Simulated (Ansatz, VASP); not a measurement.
# Cross-check of CaCdTeS between VASP and Ansatz, part 2 of 2

Wanted: the spread between two codes on one cell, functional and k mesh. The cell is invented: As first built, before any earlier steps moved the atoms (in the runner's words): it takes the Cd2SeS structure with some of its atoms replaced by other elements, volume scaled by an estimate. It may not be a known or stable phase. The cell is taken from a series of VASP runs on this material, whose earlier steps may have relaxed, scaled or displaced it; both programs get it as it stands. Valence electrons are named where the data sets of a main pair hold unlike numbers.

VASP 6.6.1 and Ansatz 0.2.0.

So far. Step 2 (Ansatz: single point, PBEsol): The run ends at a pressure of -0.05 GPa, with forces up to 0.043 eV/Å.

### 6. Ansatz: band structure, PBEsol

Level of this step: Ansatz beside VASP: Kohn-Sham DFT, plane waves, PBEsol (Ansatz).

Levels along a path test the potential and the projectors away from the mesh points.

The cell is taken from a series of VASP runs on this material, whose earlier steps may have relaxed, scaled or displaced it; both programs get it as it stands.

File input.yaml:

```yaml
crystal:
  lattice:
    - [4.03229347, -2.33024707, 0.0]
    - [4.03229347, 2.33024707, 0.0]
    - [-0.00910793, 0.0, 6.59148404]
  atoms:
    - { symbol: Te, position: [0.33142295, 0.33142295, 0.602867642] }
    - { symbol: Cd, position: [0.997838675, 0.997838675, 0.472547017] }
    - { symbol: Ca, position: [0.330657779, 0.330657779, 0.089366744] }
    - { symbol: S, position: [0.99718975, 0.99718975, 0.087516596] }
hamiltonian:
  xc: pbesol
  pseudopotentials: { kind: paw }
kpoints:
  mp_grid: { grid: [6, 6, 4] }
  band_path:
    path:
      - [0.0, 0.0, 0.0]
      - [0.16667, 0.16667, -0.33333]
      - [0.33333, 0.33333, -0.66667]
      - [0.5, 0.5, -1.0]
      - [0.37568, 0.37568, -1.16601]
      - [0.22649, 0.22649, -1.36522]
      - [0.12704, 0.12704, -1.49803]
      - [0.27622, 0.27622, -1.09882]
      - [0.40054, 0.40054, -0.76614]
      - [0.51111, 0.48889, -0.5]
      - [0.56666, 0.43334, -0.5]
      - [0.63332, 0.36668, -0.5]
      - [0.31113, -0.31113, 0.5]
      - [0.17779, -0.17779, 0.5]
      - [0.06667, -0.06667, 0.5]
      - [0.11639, 0.11639, 0.49974]
      - [0.40738, 0.40738, 0.49908]
      - [0.75657, 0.75657, 0.49829]
      - [0.50557, 0.49443, -1.0]
      - [0.5223, 0.4777, -1.0]
      - [0.53624, 0.46376, -1.0]
      - [0.36655, -0.36655, 0.0]
      - [0.21382, -0.21382, 0.0]
      - [0.03055, -0.03055, 0.0]
      - [0.1, 0.0, -0.1]
      - [0.3, 0.0, -0.3]
      - [0.46667, 0.0, -0.46667]
      - [0.36667, 0.0, 0.0]
      - [0.2, 0.0, 0.0]
      - [0.0, 0.0, 0.0]
    npoints: 1
scf:
  occupations: { method: gaussian, width: 0.05 }
  n_extra_bands: 8
output:
  forces: true
  stress: true
  eigenvalues: true
  write_density: true
  write_potential: true
  elf: true
  volumetric_format: npy
```

On the command line:

```console
> ansatz run input.yaml --threads 2 --pin off --max-ram 4608MiB --backend cpu --events-out ev --progress --plain --runs-dir out
```

Numbers of over 12 decimals in the logs are rounded to 6 here.

Output:

```text
[...]
Crystal: 4 atoms, lattice volume = 123.870 Å³
Basis set: ecut = 420 eV, 2451 PW (Γ), exchange–correlation on 64×64×90 points (8 copies of the dense FFT grid, shifted against one another)
Bands: 34, of which v1, the nominal top of the filled ones, is band 26 counted from 1 (25 counted from 0)
Symmetry: 2 space group operations
[...]
k-points: 47 of 144 (time reversal used)
[...]
k-point 0: bands = [... 22 lower, 4.1182, 5.7957, 5.7972, 5.9479, 7.2980, 9.0277, 10.0911, 10.0964, ... 4 higher]
  k-point 1: bands = [... 22 lower, 4.1504, 5.1427, 5.7240, 5.7272, 7.7546, 9.6554, 10.3339, 10.3364, ... 4 higher]
  k-point 2: bands = [... 22 lower, 4.1846, 4.4611, 5.6520, 5.6570, 8.1232, 9.9110, 10.6642, 10.6691, ... 4 higher]
  k-point 46: bands = [... 22 lower, 4.3729, 4.5851, 4.8126, 4.9600, 8.5450, 9.0493, 10.4010, 10.5103, ... 4 higher]
[key lines of the parts left out:]
SCF converged after 8 iterations
Free energy (F): -17768.751884 eV
Fermi energy:    6.622912 eV
P = ⅓ Tr σ = -0.0460 GPa (-0.460 kbar)
```

Wall time 29 s (2 threads of Arm Neoverse N1, shared host); peak memory 0.47 GiB.

### 7. VASP: band structure, PBEsol

The same cell, functional, mesh and smearing now go to VASP, with its own data sets.

File INCAR:

```
SYSTEM = CaCdTeS
PREC = Accurate
ENCUT = 400
EDIFF = 1E-06
NELM = 100
ISMEAR = 0
SIGMA = 0.05
LREAL = .FALSE.
ALGO = Normal
GGA = PS
NBANDS = 31
LORBIT = 11
LWAVE = .FALSE.
LCHARG = .FALSE.
KPAR = 2
```

File POSCAR:

```
CaCdTeS
1.0
    4.0322934700     -2.3302470700      0.0000000000
    4.0322934700      2.3302470700      0.0000000000
   -0.0091079300      0.0000000000      6.5914840400
Te Cd Ca S
1 1 1 1
Direct
    0.3314229500      0.3314229500      0.6028676420
    0.9978386750      0.9978386750      0.4725470170
    0.3306577790      0.3306577790      0.0893667440
    0.9971897500      0.9971897500      0.0875165960
```

File KPOINTS:

```
Automatic mesh
0
Gamma
6 6 4
0 0 0
```

File KPOINTS_OPT:

```
Line mode
16
Line-mode
Reciprocal
  0.00000000   0.00000000   0.00000000 GAMMA
  0.50000000   0.50000000  -1.00000000 Y

  0.50000000   0.50000000  -1.00000000 Y
  0.12703762   0.12703762  -1.49802820 F

  0.12703762   0.12703762  -1.49802820 F
  0.50000000   0.50000000  -0.50000000 L

  0.50000000   0.50000000  -0.50000000 L
  0.66664998   0.33335002  -0.50000000 I

  0.33335002  -0.33335002   0.50000000 I1
  0.00000000   0.00000000   0.50000000 Z

  0.00000000   0.00000000   0.50000000 Z
  0.87296238   0.87296238   0.49802820 F1

  0.50000000   0.50000000  -1.00000000 Y
  0.54181199   0.45818801  -1.00000000 X1

  0.45818801  -0.45818801   0.00000000 X
  0.00000000   0.00000000   0.00000000 GAMMA

  0.00000000   0.00000000   0.00000000 GAMMA
  0.50000000   0.00000000  -0.50000000 N

  0.50000000   0.00000000   0.00000000 M
  0.00000000   0.00000000   0.00000000 GAMMA
```

Potentials, in the order of the species: Te, Cd, Ca_sv and S (PBE family, release 64).

On the command line:

```console
> mpirun -np 2 vasp_std
```

Output:

```text
[banner, memory and clock lines left out]
running    2 mpi-ranks, on    1 nodes
[...]
[... a notice as in an earlier step ...]

 LDA part: xc-table for (Slater+PW92), standard interpolation
 POSCAR, INCAR and KPOINTS ok, starting setup
[...]
entering main loop
       N       E                     dE             d eps       ncg     rms          rms(c)
DAV:   1     0.207439697505E+03    0.20744E+03   -0.12941E+04  2914   0.788E+02
DAV:   2    -0.430487964066E+01   -0.21174E+03   -0.20277E+03  3287   0.242E+02
DAV:   3    -0.163776452603E+02   -0.12073E+02   -0.11957E+02  4558   0.527E+01
DAV:   4    -0.168224963672E+02   -0.44485E+00   -0.44163E+00  4086   0.713E+00
[...]
DAV:  14    -0.157547240150E+02   -0.10933E-05   -0.81911E-07  3179   0.443E-03    0.418E-03
DAV:  15    -0.157547252748E+02   -0.12597E-05   -0.20665E-06  2783   0.621E-03    0.164E-03
DAV:  16    -0.157547252534E+02    0.21364E-07   -0.96417E-08  2305   0.216E-03
   1 F= -.15754725E+02 E0= -.15754725E+02  d E =-.507627E-19
 Start KPOINTS_OPT (optional k-point list driver)
k-point batch [1-47\160]
       N       E                     dE             ncg
DAV:   1    -0.277745045849E+04   -0.27703E+05     2922
DAV:   2    -0.126579903910E+05   -0.98805E+04     3257
DAV:   3    -0.131996600587E+05   -0.54167E+03     4518
DAV:   4    -0.132205168386E+05   -0.20857E+02     4111
DAV:   5    -0.132208774798E+05   -0.36064E+00     3957
DAV:   6    -0.132208803327E+05   -0.28530E-02     3904
DAV:   7    -0.132208804127E+05   -0.79994E-04     4128
DAV:   8    -0.132208804134E+05   -0.72597E-06     2562
[...]
k-point batch [142-160\160]
       N       E                     dE             ncg
DAV:   1     0.117955417003E+05   -0.93532E+04     1178
DAV:   2     0.775622347846E+04   -0.40393E+04     1326
DAV:   3     0.753147296616E+04   -0.22475E+03     1909
DAV:   4     0.752350841786E+04   -0.79645E+01     1640
DAV:   5     0.752332184561E+04   -0.18657E+00     1655
DAV:   6     0.752332034974E+04   -0.14959E-02     1523
DAV:   7     0.752332031006E+04   -0.39679E-04     1712
DAV:   8     0.752332030978E+04   -0.28132E-06     1042
```

Parts of OUTCAR (step 7):

```text
  Total       -0.0130706     -0.0253123     -0.0343879      0.0000000      0.0000000      0.0046353
  in kB       -0.1690590     -0.3273969     -0.4447838      0.0000000      0.0000000      0.0599540
  external PRESSURE =      -0.3137466 kB  Pullay stress =       0.0000000 kB

 POSITION                                       TOTAL-FORCE (eV/Angst)
 -----------------------------------------------------------------------------------
      2.66730      0.00000      3.97379         0.000155      0.000000     -0.004787
      8.04285      0.00000      3.11479        -0.001963      0.000000     -0.002064
      2.66580      0.00000      0.58906         0.001388      0.000000     -0.000534
      8.04113      0.00000      0.57686         0.000420      0.000000      0.007384
 -----------------------------------------------------------------------------------
    total drift:                               -0.001111      0.000000      0.000059

  FREE ENERGIE OF THE ION-ELECTRON SYSTEM (eV)
  ---------------------------------------------------
  free  energy   TOTEN  =       -15.7547252534 eV

  energy  without entropy=      -15.7547252534  energy(sigma->0) =      -15.75472525

[... 1 part as in an earlier step ...]

[... 2 further parts left out ...]
[key lines of the parts left out:]
E-fermi :   2.2358
```

Within 0.02 Å the cell has space group P3m1; at a tight tolerance a small distortion makes it Cm. Spin-orbit coupling is off here; with elements this heavy it splits and shifts levels by tenths of an eV or more. The path was typed for another setting of this lattice: F, F1, X, X1 and Y lie outside the first zone, so these labels don't mark the standard points and true extrema may be missed.

### 8. Comparison

What differs besides the data sets and the points named for the pairs above, as far as they apply: the data sets hold 52 valence electrons in Ansatz (on its default PAW (the set named soft_2) files) and 34 in VASP. Total energies have different zeros and are not compared.

The two programs side by side:

| quantity | Ansatz | VASP | difference |
| --- | --- | --- | --- |
| pressure (GPa) | -0.05 | -0.03 | -0.01 |
| gap over the path points (eV) | 1.350 | 1.339 | +0.012 |

Levels at points of the path, from each program's valence-band top (eV; 4 filled, then empty):

| k (reciprocal lattice) | Ansatz | VASP |
| --- | --- | --- |
| 0.000 0.000 0.000 | -1.83 -0.15 -0.15 0.00 1.35 3.08 4.14 | -1.83 -0.16 -0.16 0.00 1.34 3.08 4.14 |
| 0.167 0.167 -0.333 | -1.73 -1.48 -0.66 -0.52 2.74 3.97 4.48 | -1.73 -1.49 -0.67 -0.53 2.73 3.96 4.48 |
| 0.333 0.333 -0.667 | -1.66 -1.64 -0.90 -0.82 2.63 3.68 4.36 | -1.66 -1.65 -0.91 -0.82 2.61 3.68 4.35 |
| 0.500 0.500 -1.000 | -2.11 -1.85 -1.11 -0.70 2.66 3.70 3.75 | -2.11 -1.85 -1.11 -0.71 2.65 3.69 3.75 |
| 0.376 0.376 -1.166 | -2.12 -1.78 -0.91 -0.75 2.75 3.55 3.92 | -2.13 -1.78 -0.91 -0.76 2.73 3.54 3.92 |
| 0.226 0.226 -1.365 | -1.68 -1.58 -0.80 -0.69 2.92 3.87 4.50 | -1.69 -1.59 -0.80 -0.70 2.91 3.87 4.50 |
| 0.127 0.127 -1.498 | -1.72 -1.44 -0.63 -0.47 2.67 4.16 4.58 | -1.73 -1.45 -0.64 -0.48 2.66 4.16 4.57 |
| 0.276 0.276 -1.099 | -1.94 -1.78 -0.61 -0.59 2.86 3.66 3.92 | -1.94 -1.79 -0.61 -0.60 2.85 3.66 3.92 |
| 0.401 0.401 -0.766 | -1.86 -1.74 -0.89 -0.85 2.56 3.52 4.06 | -1.87 -1.74 -0.89 -0.85 2.55 3.52 4.05 |
| 0.511 0.489 -0.500 | -1.58 -1.37 -1.14 -0.98 2.61 3.10 4.44 | -1.59 -1.37 -1.15 -0.99 2.60 3.10 4.44 |

At this near-relaxed geometry the largest component of a force difference is 36 meV/Å. Among the levels compared at these points, filled levels agree within 14 meV and empty ones within 16 meV. Ansatz's pressure holds a Pulay correction of 0.02 GPa; VASP's holds none.

### 9. What the set-up changes

Further runs change the set-up of one program: Ansatz's method, potentials or start, or VASP's data sets, cutoff or form of LDA. The table gives Ansatz less VASP for each quantity, since a change that brings one quantity closer may part another.

| run | r.m.s. force difference (meV/Å) | pressure (GPa) | gap over the path points (eV) |
| --- | --- | --- | --- |
| as above | 13 | -0.015 | 0.012 |
| cores kept as stored | 12 | -0.0030 | 0.013 |
| Ansatz's larger PAW set (cutoff 620 eV) | 12 | -0.0091 | 0.012 |

### 10. Results

| Quantity | Value |
| --- | --- |
| r.m.s. force difference (single point, PBEsol) | 13 meV/Å |
| r.m.s. force difference (band structure, PBEsol) | 13 meV/Å |

**Reading.** The r.m.s. force difference is 13 meV/Å (band structure, PBEsol), beyond the 12 meV/Å picked in this series as the mark of a large difference. The data sets hold unlike numbers of valence electrons (52 in Ansatz and 34 in VASP), so part of the differences comes from the potentials. Single point, PBEsol, cores kept as stored: the difference in pressure goes from -0.018 to -0.0066 GPa. Single point, PBEsol, Ansatz's larger PAW set (cutoff 620 eV): the difference in pressure goes from -0.018 to -0.013 GPa. Band structure, PBEsol, cores kept as stored: the difference in pressure goes from -0.015 to -0.0030 GPa. Band structure, PBEsol, Ansatz's larger PAW set (cutoff 620 eV): the difference in pressure goes from -0.015 to -0.0091 GPa. 4 further runs of this series are not shown here. How closely two codes agree says nothing of how well the functional describes the real material.

[Lines on the potential files, build, host, timing and source positions are cut from VASP's logs without a mark.]

[Logs are printed without paths, hosts, clocks, repeated set-up lines and the standing remarks that a program may print on its own settings, such as how far it seeks lower states.]

[Hosts, paths, dates, database ids (printed as entryN), source tags and the programs' standing remarks are cut or masked in the printed files.]
